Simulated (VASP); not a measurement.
Method: PBEsol GGA, VASP's PBE PAW potentials (set 64) (plane waves; VASP).

VASP input:

**INCAR**
```
# general
SYSTEM   =  Ge6Si2
PREC     =  Accurate
ENCUT    =  400   # plane-wave cut-off (eV)
LREAL    =  .False.   # projection in real space or not
LASPH    =  .True.
ICHARG   =  11   # fixed density

# electronic loop
EDIFF    =  1E-7
NELM     =  100   # most electronic steps
ALGO     =  Normal   # blocked Davidson
LMAXMIX  =  4

# smearing
ISMEAR   =  0   # Gaussian
SIGMA    =  0.05   # width (eV)

# functional
GGA      =  PS   # PBEsol

# output
LWAVE    =  .False.
LCHARG   =  .False.
LORBIT   =  11   # lm-projected
```

POSCAR:
```
Ge6Si2
1
   -0.0021419210     5.6002483720     5.5959861596
    5.6002483720    -0.0021419210     5.5959861596
    2.7990532256     2.7990532256    -0.0000000000
Si Ge
2 6
Direct
  0.0027025799   0.0027025799   0.9945948402
  0.1222974201   0.1222974201   0.2554051598
  0.0016654059   0.4954882167   0.0028463774
  0.1233345941   0.6295117833   0.2471536226
  0.4954882167   0.0016654059   0.0028463774
  0.6295117833   0.1233345941   0.2471536226
  0.4998495057   0.4998495057   0.0003009886
  0.6251504943   0.6251504943   0.2496990114
```

KPOINTS:
```
k-points along high-symmetry lines
8
Line-mode
Reciprocal
  0.000000   0.000000   0.000000 ! GAMMA
 -0.500000  -0.500000   0.000000 ! Y

 -0.500000  -0.500000   0.000000 ! Y
 -0.625000  -0.375000   0.000000 ! C_0

 -0.375000   0.375000   0.000000 ! SIGMA_0
  0.000000   0.000000   0.000000 ! GAMMA

  0.000000   0.000000   0.000000 ! GAMMA
  0.500000   0.500000   0.500000 ! Z

  0.500000   0.500000   0.500000 ! Z
  0.125000   0.875000   0.500000 ! A_0

 -0.125000   0.125000   0.500000 ! E_0
  0.000000   0.000000   0.500000 ! T

  0.000000   0.000000   0.500000 ! T
 -0.500000  -0.500000   0.000000 ! Y

  0.000000   0.000000   0.000000 ! GAMMA
 -0.500000   0.000000   0.000000 ! S

 -0.500000   0.000000   0.000000 ! S
  0.000000   0.500000   0.500000 ! R

  0.000000   0.500000   0.500000 ! R
  0.500000   0.500000   0.500000 ! Z

  0.500000   0.500000   0.500000 ! Z
  0.000000   0.000000   0.500000 ! T
```

POTCAR, in this order: Si Ge_d (PBE.64 set). Program: vasp_std. Read from the step before: CHGCAR.

The run wrote:

OUTCAR:
```
 ion  position               nearest neighbor table
   1  0.003  0.003  0.995-   2 2.39   2 2.39   6 2.41   4 2.41
   2  0.122  0.122  0.255-   1 2.39   1 2.39   3 2.41   5 2.41
   3  0.002  0.495  0.003-   2 2.41   8 2.43   4 2.44   4 2.44
   4  0.123  0.630  0.247-   1 2.41   7 2.43   3 2.44   3 2.44
   5  0.495  0.002  0.003-   2 2.41   8 2.43   6 2.44   6 2.44
   6  0.630  0.123  0.247-   1 2.41   7 2.43   5 2.44   5 2.44
   7  0.500  0.500  0.000-   8 2.43   8 2.43   4 2.43   6 2.43
   8  0.625  0.625  0.250-   7 2.43   7 2.43   5 2.43   3 2.43
  LATTYP: Found a base centered orthorhombic cell.
 ALAT       =     7.9229763341
 B/A-ratio  =     1.4125969645
 C/A-ratio  =     0.4996176773
 Subroutine PRICEL returns:
 Original cell was already a primitive cell.
 Subroutine GETGRP returns: Found  8 space group operations
The static configuration has the point symmetry C_2v.
 The point group associated with its full space group is D_2h.
The dynamic configuration has the point symmetry C_2v.
 Subroutine INISYM returns: Found  8 space group operations
   k-points           NKPTS =     88   k-points in BZ     NKDIM =     88   number of bands    NBANDS=     55
   number of dos      NEDOS =    301   number of ions     NIONS =      8
   total plane-waves  NPLWV =  81648
   dimension x,y,z NGX =    54 NGY =   54 NGZ =   28
   dimension x,y,z NGXF=   108 NGYF=  108 NGZF=   56
   ions per type =               2   6
   PREC   = accura    normal or accurate (medium, high low for compatibility)
   ISTART =      0    job   : 0-new  1-cont  2-samecut
   ICHARG =     11    charge: 1-file 2-atom 10-const
   ISPIN  =      1    spin polarized calculation?
   LNONCOLLINEAR =      F non collinear calculations
   LSORBIT =      F    spin-orbit coupling
   INIWAV =      1    electr: 0-lowe 1-rand  2-diag
   ENCUT  =  400.0 eV  29.40 Ry    5.42 a.u.  12.91 12.91  6.46*2*pi/ulx,y,z
   NELM   =    100;   NELMIN=  2; NELMDL= -5     # of ELM steps
   EDIFF  = 0.1E-06   stopping-criterion for ELM
   LREAL  =      F    real-space projection
   NLSPLINE    = F    spline interpolate recip. space projectors
   LMAXMIX     =    4 max onsite mixed and CHGCAR
   VOSKOWN=      0    Vosko Wilk Nusair interpolation
   EDIFFG = 0.1E-05   stopping-criterion for IOM
   NSW    =      0    number of steps for IOM
   NBLOCK =      1;   KBLOCK =      1    inner block; outer block
   IBRION =     -1    ionic relax: 0-MD 1-quasi-New 2-CG
   NFREE  =      0    steps in history (QN), initial steepest desc. (CG)
   ISIF   =      2    stress and relaxation
   ISYM   =      2    0-nonsym 1-usesym 2-fastsym
   TEIN   =    0.0    initial temperature
   TEBEG  =    0.0;   TEEND  =   0.0 temperature during run
   SMASS  =  -3.00    Nose mass-parameter (am)
   PSTRESS=    0.0 pullay stress
   NELECT =      92.0000    total number of electrons
   EFERMI =   0.00;   METHOD = LEGACY
   ISMEAR =     0;   SIGMA  =   0.05  broadening in eV -4-tet -1-fermi 0-gaus
   IALGO  =     38    algorithm
   LDIAG  =      T    sub-space diagonalisation (order eigenvalues)
   IMIX   =      4    mixing-type and parameters
     AMIX     =   0.40;   BMIX     =  1.00
     AMIX_MAG =   1.60;   BMIX_MAG =  1.00
     AMIN     =   0.10
   GGA     = PS    functional components
   VOSKOWN =     0    Vosko Wilk Nusair interpolation
   LHFCALC =     F    Hartree Fock is set to
   LHFONE  =     F    Hartree Fock one center treatment
   AEXX    =    0.0000 exact exchange contribution
   IVDW    =     0    specifies the selected vdW correction
   LEPSILON=     F    determine dielectric tensor
   LRPA    =     F    only Hartree local field effects (RPA)
  energy-cutoff  :      400.00
  volume of cell :      175.51
      direct lattice vectors                 reciprocal lattice vectors
    -0.002141921  5.600248372  5.595986160    -0.089247620  0.089247620  0.089349756
     5.600248372 -0.002141921  5.595986160     0.089247620 -0.089247620  0.089349756
     2.799053226  2.799053226  0.000000000     0.178631830  0.178631830 -0.178699513
 k-point     1 :   0.0000 0.0000 0.0000  plane waves:    3203
...
```

File OSZICAR:
```
       N       E                     dE             d eps       ncg     rms          rms(c)
DAV:   1     0.983375951392E+03    0.98338E+03   -0.37441E+04 11535   0.369E+03
DAV:   2     0.148205012896E+03   -0.83517E+03   -0.81114E+03  9680   0.959E+02
DAV:   3    -0.252673516318E+02   -0.17347E+03   -0.16803E+03 10668   0.230E+02
DAV:   4    -0.384108000759E+02   -0.13143E+02   -0.12923E+02 11276   0.723E+01
DAV:   5    -0.387672474292E+02   -0.35645E+00   -0.35578E+00 11198   0.134E+01
DAV:   6    -0.387786549630E+02   -0.11408E-01   -0.11405E-01 12957   0.203E+00
DAV:   7    -0.387789723746E+02   -0.31741E-03   -0.31740E-03 12449   0.307E-01
DAV:   8    -0.387789896696E+02   -0.17295E-04   -0.17295E-04 14137   0.614E-02
DAV:   9    -0.387789899735E+02   -0.30389E-06   -0.30361E-06 10040   0.707E-03
DAV:  10    -0.387789899887E+02   -0.15189E-07   -0.14856E-07  7752   0.160E-03
   1 F= -.38778990E+02 E0= -.38778885E+02  d E =-.209228E-03
```

File OUTCAR:
```
 val. band max:        5.1467713413   @ k =   0.0000   0.0000   0.0000

 cond. band min:       5.3072017384   @ k =   0.0000   0.0000   0.0000



 k-point     1 :       0.0000    0.0000    0.0000
  band No.  band energies     occupation
      1     -19.5551      2.00000
      2     -19.5544      2.00000
      3     -19.5377      2.00000
      4     -19.5276      2.00000
      5     -19.5242      2.00000
      6     -19.5185      2.00000
      7     -19.4897      2.00000
      8     -19.4706      2.00000
      9     -19.4654      2.00000
     10     -19.4543      2.00000
     11     -19.4530      2.00000
     12     -19.4402      2.00000
     13     -19.4299      2.00000
     14     -19.4118      2.00000
     15     -19.3722      2.00000
     16     -19.3679      2.00000
     17     -19.3423      2.00000
     18     -19.3326      2.00000
     19     -19.3138      2.00000
     20     -19.3079      2.00000
     21     -19.3075      2.00000
     22     -19.2921      2.00000
     23     -19.2503      2.00000
     24     -19.2474      2.00000
     25     -19.2467      2.00000
     26     -19.2366      2.00000
     27     -19.2280      2.00000
     28     -19.2260      2.00000
     29     -19.2211      2.00000
     30     -19.1890      2.00000
     31      -7.5553      2.00000
     32      -5.5478      2.00000
     33      -5.1777      2.00000
     34      -3.5826      2.00000
     35      -3.4916      2.00000
     36      -2.5603      2.00000
     37      -2.2099      2.00000
     38       2.0204      2.00000
     39       2.0361      2.00000
     40       3.5509      2.00000
     41       3.6780      2.00000
     42       3.7291      2.00000
     43       3.8943      2.00000
     44       5.0992      1.99972
     45       5.1025      1.99960
     46       5.1468      1.97796
     47       5.3072      0.02458
     48       5.5087      0.00000
     49       5.6974      0.00000
     50       5.7618      0.00000
     51       6.1559      0.00000
     52       7.5440      0.00000
...
```

The density is held fixed in this step, so its total energy and stress have no physical meaning.

The structure was generated: Ge6Si2 was put into an ordered model structure (Cmcm), which need not be its known phase. It was relaxed first.
